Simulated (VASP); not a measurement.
Output of a VASP run:

### OSZICAR
```
       N       E                     dE             d eps       ncg     rms          rms(c)
DAV:   1     0.855177774243E+02    0.85518E+02   -0.10190E+04  3250   0.191E+03
DAV:   2    -0.134947054680E+02   -0.99012E+02   -0.93439E+02  3295   0.295E+02
DAV:   3    -0.191259831367E+02   -0.56313E+01   -0.54268E+01  4151   0.751E+01
DAV:   4    -0.192575033718E+02   -0.13152E+00   -0.13087E+00  3933   0.102E+01
DAV:   5    -0.192611224768E+02   -0.36191E-02   -0.36181E-02  4240   0.184E+00    0.159E+01
DAV:   6    -0.247378336441E+02   -0.54767E+01   -0.56049E+01  3464   0.187E+02    0.267E+01
DAV:   7    -0.175089191587E+02    0.72289E+01   -0.16423E+01  3895   0.116E+02    0.443E+00
DAV:   8    -0.173565484548E+02    0.15237E+00   -0.24913E+00  4733   0.279E+01    0.226E+00
DAV:   9    -0.173280049954E+02    0.28543E-01   -0.23515E-01  4201   0.819E+00    0.523E-01
DAV:  10    -0.173277493698E+02    0.25563E-03   -0.45053E-03  4410   0.804E-01    0.317E-01
DAV:  11    -0.173277617208E+02   -0.12351E-04   -0.87980E-04  4043   0.391E-01    0.328E-02
DAV:  12    -0.173277946471E+02   -0.32926E-04   -0.57037E-05  4046   0.896E-02    0.237E-02
DAV:  13    -0.173277981446E+02   -0.34975E-05   -0.37769E-05  3886   0.120E-01    0.114E-02
DAV:  14    -0.173277985816E+02   -0.43693E-06   -0.18757E-06  3256   0.201E-02
   1 F= -.17327799E+02 E0= -.17328043E+02  d E =0.734743E-03
```

OUTCAR:
```
------------------------ aborting loop because EDIFF is reached ----------------------------------------
  FORCE on cell =-STRESS in cart. coord.  units (eV):
  Direction    XX          YY          ZZ          XY          YZ          ZX
  --------------------------------------------------------------------------------------
  Total       -1.6244227     -1.6634184     -1.6416624      0.0000000      0.0000000      0.0000000
  in kB      -61.2944526    -62.7658808    -61.9449610      0.0000000      0.0000000      0.0000000
  external PRESSURE =     -62.0017648 kB  Pullay stress =       0.0000000 kB
  volume of cell :       42.46
      direct lattice vectors                 reciprocal lattice vectors
     0.000000000  2.773030000  2.769773000    -0.180888219  0.180308183  0.180520209
     2.764138000  0.000000000  2.769773000     0.180888219 -0.180308183  0.180520209
     2.764138000  2.773030000  0.000000000     0.180888219  0.180308183 -0.180520209
 POSITION                                       TOTAL-FORCE (eV/Angst)
 -----------------------------------------------------------------------------------
      1.38207      1.38651      1.38489         0.152576      0.000000      0.000000
      4.14621      4.15954      4.15466         0.152576      0.000000     -0.000000
      0.04019      2.77303      2.76977        -0.305153      0.000000      0.000000
 -----------------------------------------------------------------------------------
    total drift:                                0.000012     -0.000000     -0.000000
  FREE ENERGIE OF THE ION-ELECTRON SYSTEM (eV)
  ---------------------------------------------------
  free  energy   TOTEN  =       -17.3277985816 eV

  energy  without entropy=      -17.3285333250  energy(sigma->0) =      -17.32804350
```
(Selected blocks of OUTCAR.)

File POSCAR:
```
NiSi2
1
    0.0000000000     2.7730300000     2.7697730000
    2.7641380000     0.0000000000     2.7697730000
    2.7641380000     2.7730300000     0.0000000000
Si Ni
2 1
Direct
  0.2500000000   0.2500000000   0.2500000000
  0.7500000000   0.7500000000   0.7500000000
 -0.0072690000   0.0072690000   0.0072690000
```

### Question
Reconstruct the remaining input files.

### Answer
Several could match; the one computed here: the input of the run itself, PBE GGA, plane waves, VASP's PBE PAW potentials (set 64).

KPOINTS:
```
Automatic mesh
0
Gamma
9 9 9
0 0 0
```

### INCAR
```
SYSTEM = NiSi2
PREC = Accurate; ENCUT = 775; LREAL = .False.
LASPH = .True.
EDIFF = 1E-6; NELM = 100; ALGO = Normal
LMAXMIX = 4
ISMEAR = 1; SIGMA = 0.1
GGA = PE
ISIF = 2
LWAVE = .False.; LCHARG = .False.
```

POTCAR, in this order: Si Ni (PBE.64 set). Program: vasp_std.

The compound is NiSi2 in the fluorite structure. The cell was not relaxed at this level, atoms are displaced from their ideal sites. The run is one of a series of settings (ENCUT = 775 against the base run), some of them coarse on purpose. The run is not spin-polarised, so no magnetic state was tried.
